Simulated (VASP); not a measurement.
The system is AlN.

```
CELL_PARAMETERS angstrom
0.00000 2.18399 2.18399
2.18399 0.00000 2.18399
2.18399 2.18399 0.00000
ATOMIC_POSITIONS crystal
Al 0.00000 0.00000 0.00000
N 0.75000 0.75000 0.75000
```

Measurements of this composition are mostly on another form, of space group No. 186.

* Program: VASP 6.6.1
* Task: relaxation of cell and atoms
* Functional: PBE
* Potentials or basis: VASP PAW PBE potentials, release 64 (Al, N)
* Cutoff: 520 eV
* k mesh: 12 × 12 × 12
* Occupations: gaussian, width 0.02 eV
* Spin: no spin polarisation

At the start: pressure 4.6 GPa; volume 10.42 Å³/atom.

**Question.** How do energy, volume and symmetry change on relaxing?

**Answer.** Over 3 steps the energy falls by 3.4 meV/atom and the volume is 10.66 Å³/atom (+2.3 %); space group F-43m (No. 216, to 0.05 Å).

The path:
```csv
step,energy change (eV),largest force (eV/Å),pressure (GPa),volume (Å³)
1,0.0000,0.0000,4.60,20.83
2,-0.0014,0.0000,-3.81,21.75
3,-0.0067,0.0000,0.00,21.31
```

Final structure:
```cif
data_structure
_symmetry_space_group_name_H-M 'P 1'
_symmetry_Int_Tables_number 1
_cell_length_a 3.1120
_cell_length_b 3.1120
_cell_length_c 3.1120
_cell_angle_alpha 60.000
_cell_angle_beta 60.000
_cell_angle_gamma 60.000
_cell_volume 21.31
loop_
_atom_site_label
_atom_site_type_symbol
_atom_site_fract_x
_atom_site_fract_y
_atom_site_fract_z
_atom_site_occupancy
Al1 Al 0.00000 0.00000 0.00000 1
N1 N 0.75000 0.75000 0.75000 1
```
